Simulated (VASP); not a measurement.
Calculation: LDA (Ceperley-Alder, Perdew-Zunger), VASP's LDA PAW potentials (set 64) (plane waves; VASP).

A VASP calculation is set up with these files.

**POSCAR**
```
KBr
1
    0.0000000000     3.1897936728     3.1897936728
    3.1897936728     0.0000000000     3.1897936728
    3.1897936728     3.1897936728     0.0000000000
K Br
1 1
Direct
  0.0000000000   0.0000000000   0.0000000000
  0.5000000000   0.5000000000   0.5000000000
```

File KPOINTS:
```
Regular mesh
0
Gamma
  7 7 7
```

### INCAR
```
# general
SYSTEM   = KBr
PREC     = Accurate
ENCUT    = 400
LREAL    = .False.
LASPH    = .True.

# electronic loop
EDIFF    = 1E-8
NELM     = 100
ALGO     = Normal
LMAXMIX  = 4

# smearing
ISMEAR   = 0
SIGMA    = 0.01

# output
LWAVE    = .False.
LCHARG   = .False.

# other
LEPSILON = .True.
```

POTCAR, in this order: K_sv Br (LDA.64 set). Program: vasp_std.

Output

**OUTCAR**
```


 HEAD OF MICROSCOPIC STATIC DIELECTRIC TENSOR (INDEPENDENT PARTICLE, excluding Hartree and local field effects)
 ------------------------------------------------------
           3.101252     0.000000     0.000000
           0.000000     3.101252    -0.000000
           0.000000     0.000000     3.101252
 ------------------------------------------------------

 MACROSCOPIC STATIC DIELECTRIC TENSOR (including local field effects in DFT)
 ------------------------------------------------------
           2.756274     0.000000    -0.000000
          -0.000000     2.756274    -0.000000
          -0.000000    -0.000000     2.756274
 ------------------------------------------------------

 PIEZOELECTRIC TENSOR (including local field effects)  for field in x, y, z        (e  Angst)
          XX          YY          ZZ          XY          YZ          ZX
  --------------------------------------------------------------------------------
  x     0.00000     0.00000     0.00000     0.00000     0.00000     0.00000
  y     0.00000     0.00000     0.00000     0.00000     0.00000     0.00000
  z     0.00000     0.00000     0.00000     0.00000     0.00000     0.00000

 PIEZOELECTRIC TENSOR (including local field effects)  for field in x, y, z        (C/m^2)
          XX          YY          ZZ          XY          YZ          ZX
  --------------------------------------------------------------------------------
  x     0.00000     0.00000     0.00000     0.00000     0.00000     0.00000
  y     0.00000     0.00000     0.00000     0.00000     0.00000     0.00000
  z     0.00000     0.00000     0.00000     0.00000     0.00000     0.00000

 BORN EFFECTIVE CHARGES (including local field effects) (in |e|, cummulative output)
 ---------------------------------------------------------------------------------
 ion    1
    1     1.10259     0.00000    -0.00000
    2     0.00000     1.10259    -0.00000
    3     0.00000     0.00000     1.10259
 ion    2
    1    -1.10259    -0.00000     0.00000
    2    -0.00000    -1.10259     0.00000
    3    -0.00000    -0.00000    -1.10259
```
(Selected blocks of OUTCAR.)

The compound is KBr in the rock salt structure. It was relaxed first, which changed the volume by -10 %.
